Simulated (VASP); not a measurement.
All values below come from PBEsol GGA, VASP's PBE PAW potentials (set 64) (plane waves; VASP 6.6.1).

The input files of a VASP run:

File KPOINTS:
```
Automatic mesh
0
Gamma
10 10 10
0 0 0
```

POSCAR:
```
AlN
1
    0.0000000000     2.1887657021     2.1887657021
    2.1887657021     0.0000000000     2.1887657021
    2.1887657021     2.1887657021    -0.0000000000
Al N
1 1
Direct
  0.0000000000   0.0000000000   0.0000000000
  0.2500000000   0.2500000000   0.2500000000
```

INCAR:
```
ALGO=Normal
EDIFF=1E-8
ENCUT=520
GGA=PS
IBRION=8
ISMEAR=0
LASPH=.TRUE.
LCHARG=.FALSE.
LEPSILON=.TRUE.
LREAL=.FALSE.
LWAVE=.FALSE.
NELM=100
NSW=1
PREC=Accurate
SIGMA=0.01
SYSTEM=AlN
```

POTCAR, in this order: Al N (PBE.64 set). Program: vasp_std.

Output

**OUTCAR**
```


 HEAD OF MICROSCOPIC STATIC DIELECTRIC TENSOR (INDEPENDENT PARTICLE, excluding Hartree and local field effects)
 ------------------------------------------------------
           4.832213    -0.000000     0.000000
          -0.000000     4.832213     0.000000
           0.000000     0.000000     4.832213
 ------------------------------------------------------

 MACROSCOPIC STATIC DIELECTRIC TENSOR (including local field effects in DFT)
 ------------------------------------------------------
           4.640905     0.000000    -0.000000
           0.000000     4.640905     0.000000
           0.000000     0.000000     4.640905
 ------------------------------------------------------

 PIEZOELECTRIC TENSOR (including local field effects)  for field in x, y, z        (e  Angst)
          XX          YY          ZZ          XY          YZ          ZX
  --------------------------------------------------------------------------------
  x     0.00000     0.00000     0.00000     0.00000    -0.80490     0.00000
  y    -0.00000    -0.00000    -0.00000     0.00000     0.00000    -0.80490
  z    -0.00000    -0.00000    -0.00000    -0.80490     0.00000     0.00000

 PIEZOELECTRIC TENSOR (including local field effects)  for field in x, y, z        (C/m^2)
          XX          YY          ZZ          XY          YZ          ZX
  --------------------------------------------------------------------------------
  x     0.00000     0.00000     0.00000     0.00000    -0.61493     0.00000
  y    -0.00000    -0.00000    -0.00000     0.00000     0.00000    -0.61493
  z    -0.00000    -0.00000    -0.00000    -0.61493     0.00000     0.00000

 BORN EFFECTIVE CHARGES (including local field effects) (in |e|, cummulative output)
 ---------------------------------------------------------------------------------
 ion    1
    1     2.53344     0.00000    -0.00000
    2    -0.00000     2.53344     0.00000
    3     0.00000    -0.00000     2.53344
 ion    2
    1    -2.53344    -0.00000     0.00000
    2     0.00000    -2.53344    -0.00000
    3    -0.00000     0.00000    -2.53344
```
(Selected blocks of OUTCAR.)

File OUTCAR:
```
 val. band max:        5.8164010530   @ k =   0.0000   0.0000   0.0000

 cond. band min:       9.0003466409   @ k =   0.5000   0.5000   0.0000


 Fermi energy:         5.9336032435

 k-point     1 :       0.0000    0.0000    0.0000
  band No.  band energies     occupation
      1      -9.1036      2.00000
      2       5.8164      2.00000
      3       5.8164      2.00000
      4       5.8164      2.00000
      5       9.8917      0.00000
      6      18.2213      0.00000
      7      18.2213      0.00000
      8      18.2213      0.00000

 k-point     2 :       0.1000    0.0000    0.0000
  band No.  band energies     occupation
      1      -8.9568      2.00000
      2       4.9961      2.00000
      3       5.7645      2.00000
      4       5.7645      2.00000
      5      10.5575      0.00000
      6      17.8307      0.00000
      7      18.3547      0.00000
      8      18.3547      0.00000

 k-point     3 :       0.2000    0.0000    0.0000
  band No.  band energies     occupation
      1      -8.5384      2.00000
      2       3.3846      2.00000
      3       5.6353      2.00000
      4       5.6353      2.00000
      5      11.6778      0.00000
      6      17.0297      0.00000
      7      18.2848      0.00000
      8      18.2848      0.00000

 k-point     4 :       0.3000    0.0000    0.0000
  band No.  band energies     occupation
      1      -7.9292      2.00000
      2       1.7343      2.00000
      3       5.4873      2.00000
      4       5.4873      2.00000
      5      12.5075      0.00000
      6      16.2751      0.00000
      7      17.6257      0.00000
      8      17.6257      0.00000

 k-point     5 :       0.4000    0.0000    0.0000
  band No.  band energies     occupation
      1      -7.3179      2.00000
      2       0.4441      2.00000
      3       5.3758      2.00000
      4       5.3758      2.00000
      5      12.9241      0.00000
      6      15.7400      0.00000
      7      17.0295      0.00000
...
```

The compound is AlN in the zinc blende structure, a metastable form; wurtzite is the usual one. It was relaxed first.
